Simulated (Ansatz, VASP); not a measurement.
# One calculation of B3C, two programs

```
CELL_PARAMETERS angstrom
3.71500 0.00000 0.00000
0.00000 3.71500 0.00000
0.00000 0.00000 3.71500
ATOMIC_POSITIONS crystal
B 0.25000 0.50000 0.00000
B 0.75000 0.50000 0.00000
B 0.00000 0.25000 0.50000
B 0.00000 0.75000 0.50000
B 0.50000 0.00000 0.25000
B 0.50000 0.00000 0.75000
C 0.00000 0.00000 0.00000
C 0.50000 0.50000 0.50000
```

The cell was built by a generator and needn't be a form met in nature.

Alike in both runs: task single point; functional PBE; k mesh 10 × 10 × 10; occupations gaussian, width 0.1 eV; no spin polarisation.

```csv
,VASP,Ansatz
version,VASP 6.6.1,Ansatz 0.2.0
potentials or method,"VASP PAW PBE potentials, release 64 (B, C)","scalar-relativistic, plane waves, PAW"
plane-wave cutoff (eV),520,420
valence electrons in the cell,26,26
```

```csv
,VASP,Ansatz,Ansatz less VASP
gap on the k mesh at the Fermi level (eV),none,none,-
pressure (GPa),0.0,0.0,+0.03
```

A gap of «none» marks a metal or a gap that the smearing closes. With one functional, cell and mesh, what is left measures potentials, basis and numerics.
